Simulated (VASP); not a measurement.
A convergence study with VASP on Ti (hcp): one setting is varied, all else stays as given below, so the limit is that of these other settings. Each run relaxes cell and ions from the cell shown.

```xyz
2
Lattice="1.4750 -2.5548 0.0000 1.4750 2.5548 0.0000 0.0000 0.0000 4.6800" Properties=species:S:1:pos:R:3 pbc="T T T"
Ti     1.4750     0.8516     1.1700
Ti     1.4750    -0.8516     3.5100
```

These are PBE GGA, VASP's PBE PAW potentials (set 64) (plane waves; VASP) values and carry that method's errors. The tightest run used: 550 eV cut-off, 19×19×11 Γ-centred mesh, first-order Methfessel-Paxton smearing of 0.10 eV, potentials Ti_sv.

Task: The settings run are 2×2×1 mesh; 3×3×2 mesh; 4×4×2 mesh; 5×5×3 mesh; 6×6×3 mesh; 7×7×4 mesh; 8×8×4 mesh; 9×9×5 mesh; 10×10×6 mesh; 11×11×6 mesh; 12×12×7 mesh; 13×13×7 mesh; 14×14×8 mesh; 15×15×8 mesh; 16×16×9 mesh; 17×17×10 mesh; 18×18×10 mesh; 19×19×11 mesh. From which on does the relaxed volume stay within 0.05 Å³/atom of the tightest run?

Result: From 7×7×4 mesh on: it is off by 0.013 there and by no more than 0.05 in any finer run, while 6×6×3 mesh is off by 0.082.
```json
[
 {"setting": "2×2×1 mesh", "relaxed volume (Å³/atom)": "16.034", "E (eV/atom)": "-8.7966", "irreducible k-points": "2", "difference judged (Å³/atom)": "1.319"},
 {"setting": "3×3×2 mesh", "relaxed volume (Å³/atom)": "17.217", "E (eV/atom)": "-7.8775", "irreducible k-points": "6", "difference judged (Å³/atom)": "0.135"},
 {"setting": "4×4×2 mesh", "relaxed volume (Å³/atom)": "17.384", "E (eV/atom)": "-7.8054", "irreducible k-points": "8", "difference judged (Å³/atom)": "0.032"},
 {"setting": "5×5×3 mesh", "relaxed volume (Å³/atom)": "17.312", "E (eV/atom)": "-7.8353", "irreducible k-points": "10", "difference judged (Å³/atom)": "0.040"},
 {"setting": "6×6×3 mesh", "relaxed volume (Å³/atom)": "17.434", "E (eV/atom)": "-7.8192", "irreducible k-points": "14", "difference judged (Å³/atom)": "0.082"},
 {"setting": "7×7×4 mesh", "relaxed volume (Å³/atom)": "17.365", "E (eV/atom)": "-7.8374", "irreducible k-points": "24", "difference judged (Å³/atom)": "0.013"},
 {"setting": "8×8×4 mesh", "relaxed volume (Å³/atom)": "17.312", "E (eV/atom)": "-7.8449", "irreducible k-points": "30", "difference judged (Å³/atom)": "0.040"},
 {"setting": "9×9×5 mesh", "relaxed volume (Å³/atom)": "17.339", "E (eV/atom)": "-7.8371", "irreducible k-points": "36", "difference judged (Å³/atom)": "0.013"},
 {"setting": "10×10×6 mesh", "relaxed volume (Å³/atom)": "17.352", "E (eV/atom)": "-7.8340", "irreducible k-points": "56", "difference judged (Å³/atom)": "0.001"},
 {"setting": "11×11×6 mesh", "relaxed volume (Å³/atom)": "17.350", "E (eV/atom)": "-7.8343", "irreducible k-points": "64", "difference judged (Å³/atom)": "0.002"},
 {"setting": "12×12×7 mesh", "relaxed volume (Å³/atom)": "17.351", "E (eV/atom)": "-7.8357", "irreducible k-points": "76", "difference judged (Å³/atom)": "0.001"},
 {"setting": "13×13×7 mesh", "relaxed volume (Å³/atom)": "17.356", "E (eV/atom)": "-7.8354", "irreducible k-points": "84", "difference judged (Å³/atom)": "0.004"},
 {"setting": "14×14×8 mesh", "relaxed volume (Å³/atom)": "17.342", "E (eV/atom)": "-7.8370", "irreducible k-points": "120", "difference judged (Å³/atom)": "0.010"},
 {"setting": "15×15×8 mesh", "relaxed volume (Å³/atom)": "17.348", "E (eV/atom)": "-7.8361", "irreducible k-points": "135", "difference judged (Å³/atom)": "0.004"},
 {"setting": "16×16×9 mesh", "relaxed volume (Å³/atom)": "17.336", "E (eV/atom)": "-7.8364", "irreducible k-points": "150", "difference judged (Å³/atom)": "0.016"},
 {"setting": "17×17×10 mesh", "relaxed volume (Å³/atom)": "17.339", "E (eV/atom)": "-7.8359", "irreducible k-points": "198", "difference judged (Å³/atom)": "0.013"},
 {"setting": "18×18×10 mesh", "relaxed volume (Å³/atom)": "17.339", "E (eV/atom)": "-7.8365", "irreducible k-points": "222", "difference judged (Å³/atom)": "0.013"},
 {"setting": "19×19×11 mesh", "relaxed volume (Å³/atom)": "17.352", "E (eV/atom)": "-7.8361", "irreducible k-points": "240", "difference judged (Å³/atom)": "0.000"}
]
```

Left out are rungs that failed or repeat a setting and relaxations that didn't move; long series are thinned to 24 rows.

The compound is Ti in the hcp structure.
